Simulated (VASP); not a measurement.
Consider the following.

```xyz
2
Lattice="0.0000 2.4693 2.4693 2.4693 0.0000 2.4693 2.4693 2.4693 0.0000" Properties=species:S:1:pos:R:3 pbc="T T T"
Y      0.0000     0.0000     0.0000
N      2.4693     2.4693     2.4693
```

The numbers are results of RPBE GGA, VASP's PBE PAW potentials (set 64) (plane waves; VASP), not measurements. Settings: 520 eV cut-off, 8×8×8 Γ-centred mesh, Gaussian smearing of 0.050 eV, potentials Y_sv N.

### Question
Predict the energy per atom (σ→0), band gap (on the k-mesh) with the smallest direct gap where there is one.

### Answer

```yaml
band gap (on the k-mesh): 0.28 eV
smallest direct gap (on the k-mesh): 0.70 eV
energy per atom (σ→0): -8.697 eV/atom
```

Total energies compare only between runs with the same potentials, cut-off and functional.

The compound is YN in the rock salt structure. It was relaxed first. The start is the result of an earlier pass.
